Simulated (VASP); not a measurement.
Energy against volume of SrTe (rock salt). Calculation: PW91 GGA, VASP's PBE PAW potentials (set 64) (plane waves; VASP).

```json
[
 {"V (Å³/atom)": "35.639", "E (eV/atom)": "-4.16475"},
 {"V (Å³/atom)": "36.777", "E (eV/atom)": "-4.17662"},
 {"V (Å³/atom)": "37.914", "E (eV/atom)": "-4.18032"},
 {"V (Å³/atom)": "39.052", "E (eV/atom)": "-4.17704"},
 {"V (Å³/atom)": "40.189", "E (eV/atom)": "-4.16779"}
]
```

Question: Fit a third-order Birch-Murnaghan equation of state.

Answer: 
- volume per atom: 37.92 Å³/atom
- bulk modulus: 327 kbar
- pressure derivative of the bulk modulus: 4.22
- lattice constant a: 6.719 Å

Measured: bulk modulus 39.5 GPa (computed value off by -17.2 %), a 6.659 Å (computed value off by +0.9 %), as given by S. C. Rakesh Roshan et al., ACS Applied Energy Materials (2021), arXiv:2110.13857. The calculation is for a static lattice, while the measured bulk modulus, a hold thermal and zero-point effects, which are part of the difference.

The compound is SrTe in the rock salt structure. It was relaxed first.
